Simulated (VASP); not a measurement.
Runs of VASP 6.6.1 on Al2Cu (Khatyrkite). Symmetry: I4/mcm, No. 140, tetragonal system. The conventional cell has a = 6.067 Å, b = 6.067 Å, c = 4.877 Å, α = 90.00°, β = 90.00°, γ = 90.00°. Around Al (site symmetry m2m) lie 4 Cu at 2.59 Å and 3 Al at 2.71 to 2.90 Å. Cu (site symmetry 422) is surrounded by 2 Cu at 2.44 Å and 8 Al at 2.59 Å. 

```tsv
level	potentials or basis	gap on the mesh (eV)	pressure (GPa)	relaxed volume (Å³/atom)	largest force (eV/Å)
PBE	VASP PAW PBE potentials, release 64 (Al, Cu)	none	-0.1	(b)	0.01
LDA	VASP PAW LDA potentials, release 64 (Al, Cu)	none	0.0	14.07	-
PBEsol	VASP PAW PBE potentials, release 64 (Al, Cu)	none	0.0	14.50	-
r2SCAN	VASP PAW PBE potentials, release 64 (Al, Cu)	none	0.1	(a)	-
PBE+D3(BJ)	VASP PAW PBE potentials, release 64 (Al, Cu)	none	0.1	14.27	0.01
```

Alike in all rows: task relaxation of cell and atoms; no spin polarisation; cell relaxed; k mesh 10 × 10 × 10; cutoff (eV) 600; smearing methfessel-paxton 0.1 eV.

Estimate the missing entries.

(a) 14.37; (b) 14.95.

Caveats: the PAW data sets were made with another functional, which shifts forces and pressure a little (some runs); pairwise dispersion overbinds metals, which lowers pressure and volume (some runs).

A k mesh can miss the band edges.

A gap of «none» marks a metal or a gap under the smearing width.

Not every run made on this cell is shown here.
